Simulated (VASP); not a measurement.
Given:

```yaml
crystal:
  lattice:
    - [4.61048, 0.00000, 0.00000]
    - [-2.30524, 3.99280, 0.00000]
    - [0.00000, 0.00000, 5.13009]
  atoms:
    - { symbol: Ti, position: [0.33333, 0.66667, 0.93748] }
    - { symbol: Ti, position: [0.66667, 0.33333, 0.43748] }
    - { symbol: Al, position: [0.33333, 0.66667, 0.43752] }
    - { symbol: Al, position: [0.66667, 0.33333, 0.93752] }
```

Computed with r2SCAN meta-GGA, VASP's PBE PAW potentials (set 64) (plane waves; VASP). Numerical set-up: 400 eV cut-off, 9×9×7 Γ-centred mesh, tetrahedra with Blöchl corrections, potentials Ti_sv Al.

**Question.** Give the energies of bands 9 to 18 at the high-symmetry points, in eV from the Fermi level.

**Answer.** 
```json
[
 {"band": "9", "Γ": "-7.09", "M": "-5.59", "K": "-4.96", "A": "-5.56", "L": "-4.29", "H": "-4.06"},
 {"band": "10", "Γ": "-3.49", "M": "-4.47", "K": "-4.96", "A": "-5.56", "L": "-4.29", "H": "-4.06"},
 {"band": "11", "Γ": "-1.10", "M": "-1.61", "K": "-1.73", "A": "-0.84", "L": "-2.58", "H": "-2.50"},
 {"band": "12", "Γ": "-0.66", "M": "-0.63", "K": "-0.42", "A": "-0.84", "L": "-2.58", "H": "-2.50"},
 {"band": "13", "Γ": "-0.66", "M": "-0.45", "K": "-0.38", "A": "-0.84", "L": "-0.48", "H": "-1.20"},
 {"band": "14", "Γ": "-0.21", "M": "-0.43", "K": "-0.38", "A": "-0.84", "L": "-0.48", "H": "-1.20"},
 {"band": "15", "Γ": "-0.21", "M": "-0.03", "K": "-0.10", "A": "-0.50", "L": "-0.14", "H": "0.22"},
 {"band": "16", "Γ": "0.36", "M": "0.32", "K": "-0.10", "A": "-0.50", "L": "-0.14", "H": "0.22"},
 {"band": "17", "Γ": "0.36", "M": "0.85", "K": "0.37", "A": "1.74", "L": "1.14", "H": "0.78"},
 {"band": "18", "Γ": "0.96", "M": "1.15", "K": "1.33", "A": "1.74", "L": "1.14", "H": "0.78"}
]
```

It has no gap at this level: it comes out as a metal or semimetal.

The structure was generated: TiAl was put into the wurtzite type (P6_3mc), which need not be its known phase. It was relaxed first, which changed the volume by -31 %. The relaxed cell has space group P6_3/mmc.
